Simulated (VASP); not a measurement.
Here is a VASP 6.6.1 calculation.

The input INCAR:

```
SYSTEM = Ti2TeS
PREC = Normal
ENCUT = 520
EDIFF = 1E-4
ISMEAR = 0
SIGMA = 0.15
LREAL = .FALSE.
LASPH = .TRUE.
NELM = 60
ALGO = Fast
ISIF = 3
LWAVE = .FALSE.
LCHARG = .FALSE.
GGA = PE
IBRION = 2
NSW = 24
EDIFFG = -0.08
```

The input KPOINTS:

```
Automatic mesh
0
G
  5 5 2
  0 0 0
```

Contents of POSCAR:

```
Ti2TeS
1.0
    3.9592169300      0.0000000000      0.0000000000
   -1.9796084600      3.4287824400      0.0000000000
    0.0000000000      0.0000000000      7.4239803600
Ti Te S
2 1 1
Direct
    0.3333333300      0.6666666700      0.1419777900
    0.3333333300      0.6666666700      0.8580222100
    0.6666666700      0.3333333300      0.5000000000
    0.0000000000      0.0000000000      0.0000000000
```

Potentials or basis: VASP PAW PBE potentials, release 64 (Ti_sv, Te, S).

Command:

```sh
$ cat potpaw_PBE.64/Ti_sv/POTCAR potpaw_PBE.64/Te/POTCAR potpaw_PBE.64/S/POTCAR > POTCAR
$ mpirun -np 1 vasp_std > vasp.out
```

Question: Predict the relaxed cell.

Answer: a = 3.416 Å, b = 3.416 Å, c = 7.061 Å, α = 90.00°, β = 90.00°, γ = 120.00°.

Question: Estimate the band gap on the k mesh.

Answer: None (metal or under the smearing width).

Forces on the atoms (eV/Å):
```
Ti   0.000  0.000  0.048
Ti   0.000  0.000 -0.048
Te   0.000  0.000  0.000
S    0.000  0.000  0.000
```

Caveat: the k mesh is coarse (spacing up to 0.42 Å⁻¹), so the values aren't converged; the relaxation stopped at a loose force limit of 0.08 eV/Å, so its end isn't a converged minimum. The run has no spin-orbit coupling, so splittings on Te are missing.
